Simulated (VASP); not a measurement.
Consider the following.

```
CELL_PARAMETERS angstrom
      2.92731     0.00000     0.00000
      0.00000     2.92731     0.00000
      0.00000     0.00000     2.92731
ATOMIC_POSITIONS crystal
  Ti 0.00000 0.00000 0.00000
  Co 0.50000 0.50000 0.50000
```

Method: PBEsol GGA with spin-orbit coupling, VASP's PBE PAW potentials (set 64) (plane waves; VASP). Run with 400 eV cut-off, 11×11×11 Γ-centred mesh, Gaussian smearing of 0.050 eV, potentials Ti_sv Co.

**Question.** Estimate the energy per atom (σ→0), band gap (over mesh and band path) with the smallest direct gap where there is one.

**Answer.** 
| Property | Result |
|---|---|
| band gap (over mesh and band path) | none (metal, semimetal or under 0.01 eV) |
| energy per atom (σ→0) | -8.449 eV/atom |

Total energies compare only between runs with the same potentials, cut-off and functional.

The compound is TiCo in the CsCl type structure. It was relaxed first, which changed the volume by -6 %.
